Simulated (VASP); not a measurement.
These are PBE GGA with D3 dispersion (Becke-Johnson damping), VASP's PBE PAW potentials (set 64) (plane waves; VASP 6.6.1) values and carry that method's errors.

The input files of a VASP run:

### KPOINTS
```
Automatic mesh
0
Gamma
11 11 6
0 0 0
```

### POSCAR
```
Gd
1
    1.7873806903    -3.0958339623     0.0000000000
    1.7873806903     3.0958339623     0.0000000000
    0.0000000000     0.0000000000     5.6242998440
Gd
2
Direct
  0.3333330000   0.6666670000   0.2500000000
  0.6666670000   0.3333330000   0.7500000000
```

INCAR:
```
SYSTEM  =  Gd
PREC  =  Accurate; ENCUT  =  520; LREAL  =  .FALSE.
LASPH  =  .TRUE.
EDIFF  =  1E-6; NELM  =  100; ALGO  =  Normal
LMAXMIX  =  6
ISMEAR  =  1; SIGMA  =  0.1
GGA  =  PE; IVDW  =  12
IBRION  =  2; NSW  =  60; ISIF  =  3
EDIFFG  =  -0.01
LWAVE  =  .FALSE.; LCHARG  =  .FALSE.
```

POTCAR, in this order: Gd_3 (PBE.64 set). Program: vasp_std.

Output

**OSZICAR**
```
       N       E                     dE             d eps       ncg     rms          rms(c)
DAV:   1     0.416946250877E+02    0.41695E+02   -0.90448E+03  1664   0.124E+03
DAV:   2    -0.719998520666E+01   -0.48895E+02   -0.47909E+02  1829   0.243E+02
DAV:   3    -0.908657358287E+01   -0.18866E+01   -0.17307E+01  2195   0.288E+01
DAV:   4    -0.912589846890E+01   -0.39325E-01   -0.39089E-01  1993   0.408E+00
DAV:   5    -0.912701802118E+01   -0.11196E-02   -0.11191E-02  2504   0.536E-01    0.236E+01
DAV:   6    -0.913002886437E+01   -0.30108E-02   -0.20440E-02  1847   0.117E+00    0.141E+01
DAV:   7    -0.913958664975E+01   -0.95578E-02   -0.36853E-02  1779   0.157E+00    0.212E-01
DAV:   8    -0.913928037953E+01    0.30627E-03   -0.21060E-03  1919   0.346E-01    0.611E-02
DAV:   9    -0.913928631443E+01   -0.59349E-05   -0.21476E-04  2081   0.109E-01    0.347E-02
DAV:  10    -0.913928099355E+01    0.53209E-05   -0.26954E-05  1959   0.372E-02    0.352E-02
DAV:  11    -0.913928257342E+01   -0.15799E-05   -0.38502E-06  1824   0.143E-02    0.254E-03
DAV:  12    -0.913928267904E+01   -0.10563E-06   -0.19534E-07   997   0.343E-03
   1 F= -.10084153E+02 E0= -.10083872E+02  d E =-.100842E+02
       N       E                     dE             d eps       ncg     rms          rms(c)
DAV:   1    -0.913738876899E+01    0.18938E-02   -0.96654E-03  1674   0.770E-01    0.105E-01
DAV:   2    -0.913710322792E+01    0.28554E-03   -0.55700E-04  1754   0.189E-01    0.561E-02
DAV:   3    -0.913698332067E+01    0.11991E-03   -0.24430E-04  1799   0.119E-01    0.180E-02
DAV:   4    -0.913697999490E+01    0.33258E-05   -0.25499E-05  2085   0.401E-02    0.124E-02
DAV:   5    -0.913698219750E+01   -0.22026E-05   -0.22614E-06  1580   0.898E-03    0.184E-03
DAV:   6    -0.913698221158E+01   -0.14077E-07   -0.19040E-07   922   0.293E-03
   2 F= -.10084211E+02 E0= -.10083918E+02  d E =-.575768E-04
       N       E                     dE             d eps       ncg     rms          rms(c)
DAV:   1    -0.913660018860E+01    0.38201E-03   -0.26738E-04  1674   0.128E-01    0.177E-02
DAV:   2    -0.913659224598E+01    0.79426E-05   -0.15366E-05  1734   0.314E-02    0.935E-03
DAV:   3    -0.913658879346E+01    0.34525E-05   -0.67284E-06  1799   0.196E-02    0.302E-03
DAV:   4    -0.913658880696E+01   -0.13494E-07   -0.59809E-07   862   0.675E-03
   3 F= -.10084212E+02 E0= -.10083918E+02  d E =-.583579E-04
       N       E                     dE             d eps       ncg     rms          rms(c)
DAV:   1    -0.913671824908E+01   -0.12946E-03   -0.25930E-03  1674   0.370E-01    0.343E-02
DAV:   2    -0.913668418155E+01    0.34068E-04   -0.41531E-05  1919   0.525E-02    0.218E-02
DAV:   3    -0.913666900910E+01    0.15172E-04   -0.21989E-05  2127   0.356E-02    0.939E-03
DAV:   4    -0.913666910381E+01   -0.94716E-07   -0.27340E-06  1449   0.117E-02
   4 F= -.10084230E+02 E0= -.10083934E+02  d E =-.177733E-04
```

OUTCAR:
```
------------------------ aborting loop because EDIFF is reached ----------------------------------------
 Edisp (eV)   -0.94756
  FORCE on cell =-STRESS in cart. coord.  units (eV):
  Direction    XX          YY          ZZ          XY          YZ          ZX
  --------------------------------------------------------------------------------------
  Total      -0.00147    -0.00147     0.01583     0.00000     0.00000     0.00000
  in kB      -0.03786    -0.03786     0.40870     0.00000     0.00000     0.00000
  external pressure =        0.11 kB  Pullay stress =        0.00 kB
  volume of cell :       62.07
      direct lattice vectors                 reciprocal lattice vectors
     1.784501207 -3.090846552 -0.000000000     0.280190340 -0.161767979  0.000000000
     1.784501207  3.090846552 -0.000000000     0.280190340  0.161767979  0.000000000
    -0.000000000  0.000000000  5.626909087     0.000000000  0.000000000  0.177717462
 POSITION                                       TOTAL-FORCE (eV/Angst)
 -----------------------------------------------------------------------------------
      1.78450      1.03028      1.40673        -0.000000      0.000000      0.000000
      1.78450     -1.03028      4.22018         0.000000     -0.000000      0.000000
 -----------------------------------------------------------------------------------
    total drift:                               -0.000003      0.000110     -0.000011
  FREE ENERGIE OF THE ION-ELECTRON SYSTEM (eV)
  ---------------------------------------------------
  free  energy   TOTEN  =       -10.0842295517 eV

  energy  without entropy=      -10.0833421586  energy(sigma->0) =      -10.08393375

 reached required accuracy - stopping structural energy minimisation
```
(Selected blocks of OUTCAR.)

CONTCAR:
```
Gd
   1.00000000000000
     1.7845012070440651   -3.0908465519954045   -0.0000000000000000
     1.7845012070440651    3.0908465519954045   -0.0000000000000000
    -0.0000000000000000    0.0000000000000000    5.6269090869337495
  Gd
     2
Direct
     0.3333330000000032    0.6666669999999968    0.2500000000000000
     0.6666669999999968    0.3333330000000032    0.7500000000000000
```

The 4f electrons are frozen in the core of the lanthanide potential, so 4f levels, which can set the real gap, and their magnetism are missing.

The compound is Gd in the hcp structure. This run relaxes it. Symmetry was kept, so distortions that lower it aren't found. The start is the result of an earlier pass.
